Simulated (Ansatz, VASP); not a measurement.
## RbP2: VASP beside Ansatz

```
Rb P
1.0
     0.00000    3.33092    3.33092
     3.33092    0.00000    3.33092
     3.33092    3.33092    0.00000
Rb P
1 2
Direct
  0.00000 0.00000 0.00000
  0.25000 0.25000 0.25000
  0.75000 0.75000 0.75000
```

Alike in both runs: task single point; functional PBE; k mesh 6 × 6 × 6; occupations gaussian, width 0.1 eV; no spin polarisation.

```csv
,VASP,Ansatz
version,VASP 6.6.1,Ansatz 0.2.0
potentials or method,"VASP PAW PBE potentials, release 64 (Rb_sv, P)","scalar-relativistic, plane waves, PAW"
plane-wave cutoff (eV),520,420
valence electrons in the cell,19,19
```

```tsv
	VASP	Ansatz	Ansatz less VASP
gap on the k mesh at the Fermi level (eV)	none	none	-
pressure (GPa)	7.4	7.2	-0.17
```

A gap of «none» marks a metal or a gap that the smearing closes.
